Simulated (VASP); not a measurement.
Set up this calculation in VASP 6.6.1, as the native input.

* Task: single point
* Functional: PBE
* Potentials or basis: VASP PAW PBE potentials, release 64 (O, H, S)
* Cutoff: 520 eV
* k mesh: 1 × 1 × 1
* Occupations: fermi-dirac, width 0.05 eV
* Spin: no spin polarisation
* Dipole correction: no
* Further INCAR settings: LREAL = Auto; ALGO = Fast; EDIFF = 1e-06; NBANDS = 44

The structure of H14SO6 lies in POSCAR:

```
H14SO6
1.0
    6.2144650000      0.0000000000      0.0000000000
    0.0000000000      6.2144650000      0.0000000000
    0.0000000000      0.0000000000      6.2144650000
O H S
6 14 1
Direct
    0.8938983484      0.3501347260      0.7932621714
    0.8357597959      0.6151776541      0.1640527382
    0.2007735179      0.6713047704      0.8253003275
    0.3455164684      0.2386046104      0.8062480036
    0.2108950650      0.0323760774      0.4499985115
    0.4506743541      0.9167804469      0.0774483403
    0.8402493215      0.4448009603      0.9095553680
    0.8863836227      0.4523639605      0.6742012386
    0.7342224954      0.7211079313      0.1286031863
    0.9653767460      0.6823113494      0.1100657901
    0.1453544271      0.7682720878      0.7111151161
    0.2755667624      0.5457911502      0.7603389833
    0.3419602492      0.1546231252      0.6678451001
    0.1819947493      0.2682451345      0.8068112058
    0.1399155036      0.1417177504      0.3687525797
    0.3184827656     -0.0197281665      0.3444383386
    0.4309140047      1.0573557016     -0.0037975916
    0.3497324388      0.8341506469     -0.0336955796
    0.8947029229      0.9639124205      0.4678278822
    0.7204320887      1.0027894598      0.7256940058
    0.7470635043      0.8478927792      0.5783925084
```

The cell was built by a generator and needn't be a form met in nature.

The input as run:

INCAR

```
SYSTEM = H14SO6
PREC     = Accurate       ! precision mode
ENCUT    = 520            ! plane-wave cutoff, eV
EDIFF    = 1E-6           ! SCF threshold, eV
ISMEAR   = -1             ! smearing method
SIGMA    = 0.05           ! smearing width, eV
LREAL    = Auto         
LASPH    = .TRUE.         ! aspherical terms in the spheres
NELM     = 100            ! most SCF steps
ALGO     = Fast           ! electronic algorithm
ISIF     = 2              ! what is computed and relaxed
LWAVE    = .FALSE.        ! write WAVECAR
LCHARG   = .FALSE.        ! write CHGCAR
GGA      = PE             ! functional
NBANDS   = 44             ! bands
```

KPOINTS

```
regular mesh
0
G
  1 1 1
  0 0 0
```

Potentials or basis: VASP PAW PBE potentials, release 64 (O, H, S).

Launch:

```sh
$ cat potpaw_PBE.64/O/POTCAR potpaw_PBE.64/H/POTCAR potpaw_PBE.64/S/POTCAR > POTCAR
$ mpirun -np 1 vasp_gam > vasp.out
```

It gave:

- Pressure: 0.8 GPa
- Largest force: 2.755 eV/Å
- Band gap on the k mesh: 3.82 eV, direct

Run time: 50 s on 1 thread of Intel(R) Xeon(R) Platinum 8375C CPU @ 2.90GHz (Ice Lake), with other jobs on the host, peak memory 0.3 GiB.
